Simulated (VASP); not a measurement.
# What spin-orbit coupling changes in WC (Qusongite), part 3 of 3

Aim: run bands, DOS and a relaxation of WC (Qusongite) twice, without and with spin-orbit coupling. All runs use r2SCAN. Left out of this account: 1 further run (fields: a reference on another mesh). The start is a cell from a database of measured crystal structures.

VASP 6.6.1, plane waves and PAW; the level of theory is named at each step.

So far. Step 3 (Bands along the symmetry lines (r2SCAN + SOC)): Of the bands kept, 4 cross the Fermi level on this path (spinor bands, one electron each). Step 4 (Total and projected DOS (r2SCAN)): Of the states within 0.3 eV of the Fermi level, the largest shares in the PAW spheres are W d 67 %, W p 10 % and C p 10 %. The rest lies in smaller channels or between the spheres.

### Step 5. Total and projected DOS (r2SCAN + SOC)

This step: r2SCAN, spin-orbit coupling; plane waves and PAW (W, C) (VASP 6.6.1).

Here the states are counted by energy and projected on the atoms.

INCAR

```
SYSTEM = WC
PREC = Accurate
ENCUT = 520
EDIFF = 1E-06
NELM = 100
ISMEAR = -5
SIGMA = 0.05
LREAL = .FALSE.
ALGO = Normal
METAGGA = R2SCAN
LASPH = .TRUE.
LNONCOLLINEAR = .TRUE.
MAGMOM = 0 0 0 0 0 0
NBANDS = 22
GGA_COMPAT = .FALSE.
LSORBIT = .TRUE.
LMAXMIX = 4
LORBIT = 11
LWAVE = .FALSE.
LCHARG = .FALSE.
KPAR = 2
NEDOS = 2001
```

POSCAR

```
WC
1.0
    2.9065000000      0.0000000000      0.0000000000
   -1.4532500000      2.5171028361      0.0000000000
    0.0000000000      0.0000000000      2.8366000000
W C
1 1
Direct
    0.0000000000      0.0000000000      0.0000000000
    0.6666666667      0.3333333333      0.5000000000
```

KPOINTS

```
Automatic mesh
0
Gamma
13 13 12
0 0 0
```

The projector-augmented-wave data sets are W and C (PBE family, release 64).

Run with:

```console
$ mpirun -np 2 vasp_ncl
```

Output:

```text
[... set-up lines as in an earlier step ...]
 entering main loop
       N       E                     dE             d eps       ncg     rms          rms(c)
DAV:   1    -0.604672406737E+01   -0.60467E+01   -0.47784E+03 10788   0.871E+02
DAV:   2    -0.621337236183E+02   -0.56087E+02   -0.52980E+02 12640   0.236E+02
DAV:   3    -0.649114981990E+02   -0.27778E+01   -0.27341E+01 13782   0.440E+01
DAV:   4    -0.649372606680E+02   -0.25762E-01   -0.25780E-01 11716   0.517E+00
DAV:   5    -0.649374226247E+02   -0.16196E-03   -0.16279E-03 13464   0.393E-01    0.315E+01
DAV:   6    -0.618484227129E+02    0.30890E+01   -0.39566E+00 15022   0.202E+01    0.102E+01
DAV:   7    -0.619279196462E+02   -0.79497E-01   -0.56403E-01 11878   0.712E+00    0.868E+00
DAV:   8    -0.619163018028E+02    0.11618E-01   -0.56074E-02 12136   0.194E+00    0.233E+00
DAV:   9    -0.619149635774E+02    0.13382E-02   -0.13520E-03 13198   0.344E-01    0.101E+00
DAV:  10    -0.619139555789E+02    0.10080E-02   -0.15984E-03 11820   0.330E-01    0.429E-01
DAV:  11    -0.619140405261E+02   -0.84947E-04   -0.12127E-04 11794   0.974E-02    0.109E-02
DAV:  12    -0.619140389244E+02    0.16016E-05   -0.24853E-06 12872   0.132E-02    0.472E-03
DAV:  13    -0.619140384515E+02    0.47287E-06   -0.25727E-07  7292   0.578E-03
   1 F= -.61914038E+02 E0= -.61914038E+02  d E =0.000000E+00  mag=    -0.0000     0.0000    -0.0000
 [... a notice as in an earlier step ...]
```

It took 5.1 min on 2 MPI ranks of Intel Xeon Platinum 8488C (Sapphire Rapids), shared host; peak memory 0.64 GiB; 10 min of CPU time.

Parts of OUTCAR (step 5):

```text
   NELECT =      10.0000    total number of electrons

 E-fermi :   8.1381

 k-point     1 :       0.0000    0.0000    0.0000
  band No.  band energies     occupation
    ...
      6       4.5318      1.00000
      7       4.8426      1.00000
      8       4.8426      1.00000
      9       8.3089      0.59064
     10       8.3089      0.57397
     11      11.3160      0.00000
     12      11.3160      0.00000
     13      11.7107      0.00000
     14      11.7107      0.00000
     15      14.0984      0.00000
    ...

  Total        0.0438250      0.0438250     -0.0612007     -0.0000000      0.0000000     -0.0000000
  in kB        3.3834760      3.3834760     -4.7249508     -0.0000000      0.0000000     -0.0000000
  external PRESSURE =       0.6806670 kB  Pullay stress =       0.0000000 kB

 POSITION                                       TOTAL-FORCE (eV/Angst)
 -----------------------------------------------------------------------------------
      0.00000      0.00000      0.00000         0.000000      0.000000      0.000000
      1.45325      0.83903      1.41830        -0.000000      0.000000      0.000000
 -----------------------------------------------------------------------------------
    total drift:                               -0.000000      0.000000      0.000000

  FREE ENERGIE OF THE ION-ELECTRON SYSTEM (eV)
  ---------------------------------------------------
  free  energy   TOTEN  =       -61.9140384515 eV

  energy  without entropy=      -61.9140384515  energy(sigma->0) =      -61.91403845

 Spin-Orbit-Coupling matrix elements
 Ion:    1  E_soc:     -0.3518013
 Ion:    2  E_soc:     -0.0002797

 magnetization (y)
# of ion       s       p       d       tot
------------------------------------------
    1        0.000   0.000   0.000   0.000
    2        0.000   0.000   0.000   0.000
--------------------------------------------------
tot          0.000   0.000   0.000   0.000

 magnetization (z)
# of ion       s       p       d       tot
------------------------------------------
    1        0.000   0.000   0.000   0.000
    2        0.000  -0.000   0.000  -0.000
--------------------------------------------------
tot          0.000   0.000   0.000   0.000

[... 9 parts as in an earlier step ...]

[... 9 further parts left out ...]
```

Numbers from this step:

```yaml
scf_cycles: 13
bands: 22
irreducible_k_points: 245
free_energy_toten: -61.9140 eV
fermi_energy: 8.138 eV
pressure: 0.06807 GPa
dos_at_the_fermi_level: 0.2424 states/eV/cell
```

On-site spin-orbit energy by atom:

| atom | on-site spin-orbit energy (eV) |
| --- | --- |
| W1 | -0.352 |
| C2 | 0.000 |

The density of states has structure finer than the step of the table below, so its rows give means over 0.5 eV, whole bins alone (the curve runs from -12.0 to 4.98 eV). Peaks (eV: height): total -11.76: 3.54, -6.70: 1.98, -2.71: 1.96, 4.27: 1.93; W d -2.71: 0.988, -1.79: 0.971, -1.43: 1.16, 4.27: 1.32; C p -6.70: 0.395, -2.71: 0.479, -1.43: 0.206, 4.20: 0.253; W p -11.76: 0.275, -6.70: 0.137, -3.07: 0.177, -0.93: 0.161; W s -11.83: 0.117, -6.78: 0.265, -1.43: 0.0346, 4.13: 0.0367.

States under -12.0 eV and over 5.0 eV are left out. Density of states against energy, zero at the Fermi level; means over each step; values in states/eV/cell:

| energy (eV) | total | W d | C p | W p | W s | C s |
| --- | --- | --- | --- | --- | --- | --- |
| -11.5 | 1.12 | 0.272 | 0.00345 | 0.109 | 0.0340 | 0.481 |
| -11.0 | 0.0415 | 0.00798 | 7.7e-5 | 0.00581 | 9.5e-4 | 0.0186 |
| -10.5 | 0 | 0 | 0 | 0 | 0 | 0 |
| -10.0 | 0 | 0 | 0 | 0 | 0 | 0 |
| -9.5 | 0 | 0 | 0 | 0 | 0 | 0 |
| -9.0 | 0.00126 | 2.3e-4 | 2.2e-4 | 1.5e-5 | 5.5e-4 | 1.3e-5 |
| -8.5 | 0.0252 | 0.00493 | 0.00438 | 9.6e-4 | 0.0105 | 4.9e-4 |
| -8.0 | 0.0602 | 0.0127 | 0.0108 | 0.00371 | 0.0222 | 0.00137 |
| -7.5 | 0.192 | 0.0547 | 0.0368 | 0.0146 | 0.0464 | 0.00384 |
| -7.0 | 1.19 | 0.456 | 0.235 | 0.0818 | 0.184 | 0.0173 |
| -6.5 | 1.47 | 0.619 | 0.295 | 0.107 | 0.171 | 0.0193 |
| -6.0 | 0.647 | 0.287 | 0.129 | 0.0513 | 0.0558 | 0.0129 |
| -5.5 | 0.609 | 0.288 | 0.130 | 0.0514 | 0.0306 | 0.0106 |
| -5.0 | 0.769 | 0.357 | 0.169 | 0.0641 | 0.0351 | 0.0102 |
| -4.5 | 1.18 | 0.565 | 0.252 | 0.111 | 0.0420 | 0.0120 |
| -4.0 | 1.31 | 0.670 | 0.271 | 0.108 | 0.0439 | 0.0140 |
| -3.5 | 1.59 | 0.808 | 0.347 | 0.142 | 0.0319 | 0.00948 |
| -3.0 | 1.75 | 0.846 | 0.421 | 0.173 | 0.0205 | 0.00622 |
| -2.5 | 1.13 | 0.549 | 0.284 | 0.102 | 0.00836 | 0.00277 |
| -2.0 | 0.609 | 0.355 | 0.103 | 0.0518 | 0.0116 | 0.00110 |
| -1.5 | 1.48 | 0.945 | 0.183 | 0.126 | 0.0302 | 0.00390 |
| -1.0 | 1.28 | 0.780 | 0.146 | 0.151 | 0.0218 | 0.00427 |
| -0.5 | 0.568 | 0.305 | 0.0782 | 0.0850 | 0.0102 | 0.00233 |
| 0.0 | 0.243 | 0.168 | 0.0221 | 0.0232 | 0.00270 | 7.1e-4 |
| 0.5 | 0.171 | 0.155 | 0.00373 | 0.00164 | 4.2e-4 | 1.0e-4 |
| 1.0 | 0.245 | 0.219 | 0.00529 | 0.00361 | 8.9e-4 | 2.8e-4 |
| 1.5 | 0.460 | 0.394 | 0.0153 | 0.00947 | 0.00226 | 0.00192 |
| 2.0 | 0.670 | 0.564 | 0.0275 | 0.0161 | 0.00358 | 0.00358 |
| 2.5 | 0.793 | 0.657 | 0.0418 | 0.0193 | 0.00638 | 0.00456 |
| 3.0 | 0.682 | 0.513 | 0.0597 | 0.0213 | 0.0101 | 0.00762 |
| 3.5 | 0.845 | 0.579 | 0.0989 | 0.0263 | 0.0164 | 0.0168 |
| 4.0 | 1.55 | 1.02 | 0.206 | 0.0412 | 0.0324 | 0.0394 |
| 4.5 | 1.61 | 1.19 | 0.156 | 0.0356 | 0.0241 | 0.0362 |

The DOS at the Fermi level goes from 0.249 to 0.242 states/eV/cell, a number that is sensitive to the mesh. The run took 7.2 times the core time, with 22 spinor bands against 17. Of the states within 0.3 eV of the Fermi level, the largest shares in the PAW spheres are W d 68 %, W p 10 % and C p 9 %. The rest lies in smaller channels or between the spheres.

### Step 6. Full relaxation (r2SCAN)

This step: r2SCAN; plane waves and PAW (W, C) (VASP 6.6.1).

Last, the cell itself: ISIF = 3 frees volume, shape and positions, first without the coupling.

INCAR

```
SYSTEM = WC
PREC = Accurate
ENCUT = 520
EDIFF = 1E-06
NELM = 100
ISMEAR = -1
SIGMA = 0.05
LREAL = .FALSE.
ALGO = Normal
METAGGA = R2SCAN
LASPH = .TRUE.
NBANDS = 11
LORBIT = 11
LWAVE = .FALSE.
LCHARG = .FALSE.
KPAR = 2
IBRION = 2
NSW = 60
ISIF = 3
EDIFFG = -0.01
```

POSCAR is that of step 5.

KPOINTS is that of step 5.

Run with:

```console
$ mpirun -np 2 vasp_std
```

Output:

```text
[... set-up lines as in an earlier step ...]
 entering main loop
       N       E                     dE             d eps       ncg     rms          rms(c)
DAV:   1    -0.130746063428E+02   -0.13075E+02   -0.52914E+03  3234   0.863E+02
DAV:   2    -0.627947380602E+02   -0.49720E+02   -0.47165E+02  3853   0.208E+02
DAV:   3    -0.647810054573E+02   -0.19863E+01   -0.19658E+01  3977   0.350E+01
DAV:   4    -0.647936518230E+02   -0.12646E-01   -0.12642E-01  3564   0.334E+00
DAV:   5    -0.647937074263E+02   -0.55603E-04   -0.55603E-04  3928   0.217E-01    0.313E+01
DAV:   6    -0.616892866298E+02    0.31044E+01   -0.10756E+01  3776   0.203E+01    0.113E+01
DAV:   7    -0.617556347007E+02   -0.66348E-01   -0.49936E-01  3488   0.601E+00    0.813E+00
DAV:   8    -0.617454185316E+02    0.10216E-01   -0.67423E-02  3645   0.196E+00    0.233E+00
DAV:   9    -0.617420497279E+02    0.33688E-02   -0.47819E-03  3591   0.558E-01    0.369E-01
DAV:  10    -0.617422302039E+02   -0.18048E-03   -0.30456E-04  3719   0.142E-01    0.785E-02
DAV:  11    -0.617422202450E+02    0.99590E-05   -0.24800E-05  3665   0.339E-02    0.558E-03
DAV:  12    -0.617422197464E+02    0.49854E-06   -0.19721E-06  3408   0.140E-02
   1 F= -.61742220E+02 E0= -.61740848E+02  d E =-.617422E+02
 curvature:   0.00 expect dE= 0.000E+00 dE for cont linesearch  0.000E+00
 trial: gam= 0.00000 g(F)=  0.594E-48 g(S)=  0.504E-03 ort = 0.000E+00 (trialstep = 0.100E+01)
 search vector abs. value=  0.504E-03
 bond charge predicted
       N       E                     dE             d eps       ncg     rms          rms(c)
DAV:   1    -0.617423434270E+02   -0.12318E-03   -0.22710E-02  3243   0.117E+00    0.132E-01
DAV:   2    -0.617421707136E+02    0.17271E-03   -0.43463E-04  3887   0.179E-01    0.962E-02
DAV:   3    -0.617421277135E+02    0.43000E-04   -0.75405E-05  3769   0.645E-02    0.130E-02
DAV:   4    -0.617421266061E+02    0.11074E-05   -0.66330E-06  3810   0.186E-02    0.573E-03
DAV:   5    -0.617421270034E+02   -0.39731E-06   -0.28956E-07  1719   0.498E-03
   2 F= -.61742127E+02 E0= -.61740770E+02  d E =0.927430E-04
 trial-energy change:    0.000093  1 .order    0.000085   -0.000504    0.000674
 step:   0.4183(harm=  0.4278)  dis= 0.00000  next Energy=   -61.742325 (dE=-0.105E-03)
 bond charge predicted
       N       E                     dE             d eps       ncg     rms          rms(c)
DAV:   1    -0.617423902458E+02   -0.26364E-03   -0.76876E-03  3243   0.681E-01    0.757E-02
DAV:   2    -0.617423363220E+02    0.53924E-04   -0.14718E-04  3889   0.104E-01    0.554E-02
DAV:   3    -0.617423239093E+02    0.12413E-04   -0.24813E-05  3777   0.371E-02    0.778E-03
DAV:   4    -0.617423238384E+02    0.70876E-07   -0.23211E-06  3566   0.109E-02
   3 F= -.61742324E+02 E0= -.61740958E+02  d E =-.104092E-03
 curvature:  -0.21 expect dE=-0.150E-05 dE for cont linesearch -0.230E-07
 trial: gam=-0.00071 g(F)=  0.116E-46 g(S)=  0.701E-05 ort = 0.736E-05 (trialstep = 0.884E+00)
 search vector abs. value=  0.700E-05
 reached required accuracy - stopping structural energy minimisation
```

Wall time 50 s (2 MPI ranks); peak memory 0.34 GiB.

OUTCAR, selected parts (step 6):

```text
   k-points           NKPTS =    147   k-points in BZ     NKDIM =    147   number of bands    NBANDS=     11

   NELECT =      10.0000    total number of electrons

 E-fermi :   8.1607

 k-point     1 :       0.0000    0.0000    0.0000
  band No.  band energies     occupation
      1      -7.0504      2.00000
      2       3.6890      2.00000
      3       4.6773      2.00000
      4       4.6773      2.00000
      5       8.3429      0.05093
      6      11.5054      0.00000
      7      11.5054      0.00000
      8      14.1531      0.00000
      9      14.1531      0.00000
    ...

  Total       -0.0056782     -0.0056782     -0.0150310      0.0000000     -0.0000000      0.0000000
  in kB       -0.4380117     -0.4380117     -1.1594791      0.0000000     -0.0000000      0.0000000
  external PRESSURE =      -0.6785009 kB  Pullay stress =       0.0000000 kB

 POSITION                                       TOTAL-FORCE (eV/Angst)
 -----------------------------------------------------------------------------------
      0.00000      0.00000      0.00000         0.000000      0.000000      0.000000
      1.45447      0.83974      1.41711        -0.000000      0.000000     -0.000000
 -----------------------------------------------------------------------------------
    total drift:                                0.000000     -0.000000      0.000000

  FREE ENERGIE OF THE ION-ELECTRON SYSTEM (eV)
  ---------------------------------------------------
  free  energy   TOTEN  =       -61.7423238384 eV

  energy  without entropy=      -61.7395928546  energy(sigma->0) =      -61.74095835

 reached required accuracy - stopping structural energy minimisation

[... 6 parts as in an earlier step ...]

[... 10 further parts left out ...]
```

CONTCAR:

```
WC
   1.00000000000000
     2.9089490448454716    0.0000000000000000    0.0000000000000000
    -1.4544745224227358    2.5192237711511871    0.0000000000000000
    -0.0000000000000000    0.0000000000000000    2.8342129761967070
  W               C
     1     1
Direct
     0.0000000000000000    0.0000000000000000    0.0000000000000000
     0.6666666667000030    0.3333333332999970    0.5000000000000000
```

The run keeps the 12 symmetry operations of its start, so it cannot find a distortion of lower symmetry.

Little changed from the start: no atom moved by 0.005 Å and no cell edge by 0.1 %.

Numbers from this step:

| Quantity | Value |
| --- | --- |
| bands | 11 |
| irreducible k-points | 147 |
| free energy (TOTEN) | -61.7423 eV |
| energy at zero smearing | -61.7410 eV |
| Fermi energy | 8.161 eV |
| pressure | -0.06785 GPa |
| SCF cycles over all ionic steps | 21 |

It ends with forces that vanish by symmetry and a pressure of -0.07 GPa.

### Step 7. Relaxing cell and atoms (r2SCAN + SOC)

This step: r2SCAN, spin-orbit coupling; plane waves and PAW (W, C) (VASP 6.6.1).

The same relaxation with spinors and spin-orbit coupling.

INCAR: that of step 6 with these lines changed.

```diff
@@ -11,3 +11,8 @@
 LASPH = .TRUE.
-NBANDS = 11
+LNONCOLLINEAR = .TRUE.
+MAGMOM = 0 0 0 0 0 0
+NBANDS = 22
+GGA_COMPAT = .FALSE.
+LSORBIT = .TRUE.
+LMAXMIX = 4
 LORBIT = 11
```

POSCAR is that of step 6.

KPOINTS is that of step 6.

Run with:

```console
$ mpirun -np 2 vasp_ncl
```

Output:

```text
[... set-up lines as in an earlier step ...]
 entering main loop
       N       E                     dE             d eps       ncg     rms          rms(c)
[... 13 cycles as in an earlier step ...]
   1 F= -.61915568E+02 E0= -.61914407E+02  d E =-.619156E+02  mag=    -0.0000     0.0000     0.0000
 curvature:   0.00 expect dE= 0.000E+00 dE for cont linesearch  0.000E+00
 trial: gam= 0.00000 g(F)=  0.168E-49 g(S)=  0.370E-03 ort = 0.000E+00 (trialstep = 0.100E+01)
 search vector abs. value=  0.370E-03
 bond charge predicted
       N       E                     dE             d eps       ncg     rms          rms(c)
DAV:   1    -0.619156233633E+02   -0.55339E-04   -0.15779E-02 10810   0.101E+00    0.737E-02
DAV:   2    -0.619155236081E+02    0.99755E-04   -0.25024E-04 13278   0.154E-01    0.310E-02
DAV:   3    -0.619155048780E+02    0.18730E-04   -0.31398E-05 12608   0.454E-02    0.188E-02
DAV:   4    -0.619155046841E+02    0.19397E-06   -0.47711E-06 13090   0.171E-02
   2 F= -.61915505E+02 E0= -.61914344E+02  d E =0.631713E-04  mag=     0.0000    -0.0000     0.0000
 trial-energy change:    0.000063  1 .order    0.000064   -0.000370    0.000498
 step:   0.4258(harm=  0.4258)  dis= 0.00000  next Energy=   -61.915647 (dE=-0.787E-04)
 bond charge predicted
       N       E                     dE             d eps       ncg     rms          rms(c)
DAV:   1    -0.619156884617E+02   -0.18358E-03   -0.51936E-03 10804   0.577E-01    0.399E-02
DAV:   2    -0.619156555407E+02    0.32921E-04   -0.82974E-05 13284   0.889E-02    0.175E-02
DAV:   3    -0.619156486694E+02    0.68713E-05   -0.10086E-05 12664   0.258E-02    0.989E-03
DAV:   4    -0.619156479898E+02    0.67959E-06   -0.15926E-06 12540   0.979E-03
   3 F= -.61915648E+02 E0= -.61914486E+02  d E =-.801344E-04  mag=     0.0000    -0.0000     0.0000
 curvature:  -0.21 expect dE=-0.196E-05 dE for cont linesearch -0.135E-09
 trial: gam= 0.02627 g(F)=  0.165E-49 g(S)=  0.923E-05 ort =-0.485E-06 (trialstep = 0.885E+00)
 search vector abs. value=  0.946E-05
 reached required accuracy - stopping structural energy minimisation
```

Run time: 10 min. Hardware: 2 MPI ranks; peak memory 0.67 GiB; 21 min of CPU time.

Parts of OUTCAR (step 7):

```text
   NELECT =      10.0000    total number of electrons

 E-fermi :   8.1930

 k-point     1 :       0.0000    0.0000    0.0000
  band No.  band energies     occupation
    ...
      4       3.6850      1.00000
      5       4.5225      1.00000
      6       4.5225      1.00000
      7       4.8319      1.00000
      8       4.8319      1.00000
      9       8.3232      0.06894
     10       8.3232      0.06894
     11      11.3259      0.00000
     12      11.3259      0.00000
     13      11.7204      0.00000
    ...

  Total        0.0115336      0.0115336      0.0107929      0.0000000      0.0000000      0.0000000
  in kB        0.8905222      0.8905222      0.8333329      0.0000000      0.0000000      0.0000000
  external PRESSURE =       0.8714591 kB  Pullay stress =       0.0000000 kB

 POSITION                                       TOTAL-FORCE (eV/Angst)
 -----------------------------------------------------------------------------------
     -0.00000      0.00000      0.00000         0.000000      0.000000      0.000000
      1.45396      0.83945      1.41679        -0.000000     -0.000000      0.000000
 -----------------------------------------------------------------------------------
    total drift:                               -0.000000      0.000000      0.000000

  FREE ENERGIE OF THE ION-ELECTRON SYSTEM (eV)
  ---------------------------------------------------
  free  energy   TOTEN  =       -61.9156479898 eV

  energy  without entropy=      -61.9133244832  energy(sigma->0) =      -61.91448624

 Spin-Orbit-Coupling matrix elements
 Ion:    1  E_soc:     -0.3506221
 Ion:    2  E_soc:     -0.0002787

 magnetization (x)
# of ion       s       p       d       tot
------------------------------------------
    1        0.000   0.000   0.000   0.000
    2        0.000   0.000   0.000   0.000
--------------------------------------------------
tot          0.000   0.000   0.000   0.000

 magnetization (z)
# of ion       s       p       d       tot
------------------------------------------
    1        0.000   0.000  -0.000  -0.000
    2        0.000   0.000   0.000   0.000
--------------------------------------------------
tot          0.000   0.000  -0.000  -0.000

[... 9 parts as in an earlier step ...]

[... 10 further parts left out ...]
```

Step by step:

| step | energy less that of the first step (eV) | largest force (eV/Å) | pressure (GPa) | volume (Å³) |
| --- | --- | --- | --- | --- |
| 1 | 0.0000 | 0.0000 | -0.02 | 20.75 |
| 2 | 0.0001 | 0.0000 | 0.21 | 20.75 |
| 3 | -0.0001 | 0.0000 | 0.09 | 20.75 |

| conventional cell, symmetrised | before | after | change |
| --- | --- | --- | --- |
| a (Å) | 2.907 | 2.908 | +0.0 % |
| b (Å) | 2.907 | 2.908 | +0.0 % |
| c (Å) | 2.837 | 2.834 | -0.1 % |
| volume (Å³/atom) | 10.38 | 10.38 | -0.0 % |

Final coordinates:

```xyz
2
Lattice="2.9079 0.0000 0.0000 -1.4540 2.5183 0.0000 0.0000 0.0000 2.8336" Properties=species:S:1:pos:R:3 pbc="T T T"
W     0.0000    0.0000    0.0000
C     1.4540    0.8394    1.4168
```

Numbers from this step:

* bands: 22
* irreducible k-points: 245
* free energy (TOTEN): -61.9156 eV
* energy at zero smearing: -61.9145 eV
* Fermi energy: 8.193 eV
* pressure: 0.08715 GPa

On-site spin-orbit energy by atom:

| atom | on-site spin-orbit energy (eV) |
| --- | --- |
| W1 | -0.351 |
| C2 | 0.000 |

The cell ends at 10.38 Å³/atom, -0.1 % from the run without the coupling. The run took 13 times the core time, with 22 spinor bands against 11.

The cell shrank by 0.0 % in volume.

### Step 8. The runs together

| quantity | without | with spin-orbit coupling |
| --- | --- | --- |
| gap (eV) | none | none |
| core minutes, bands | 1.9 | 12 |
| DOS at the Fermi level (states/eV/cell) | 0.249 | 0.242 |
| core minutes, DOS | 1.4 | 10 |
| relaxed volume (Å³/atom) | 10.38 | 10.38 |
| core minutes, relaxation | 1.7 | 21 |

### Step 9. Summary of results

```
gap (eV), without → with                                : none → none
DOS at the Fermi level (states/eV/cell), without → with : 0.249 → 0.242
relaxed volume (Å³/atom), without → with                : 10.38 → 10.38
```

In words: WC (Qusongite) has no gap with or without spin-orbit coupling. The relaxed volume moves by -0.1 %. The spinor runs cost 6.2 to 13 times as much, on a shared host.

[Lines on the potential files, build, host, timing and source positions are cut from VASP's logs without a mark.]

[Logs are printed without paths, hosts, clocks, repeated set-up lines and the standing remarks that a program may print on its own settings, such as how far it seeks lower states.]

[Hosts, paths, dates, database ids (printed as entryN), source tags and the programs' standing remarks are cut or masked in the printed files.]

[A measured line is paired with the nearest computed mode of its activity, which favours agreement.]
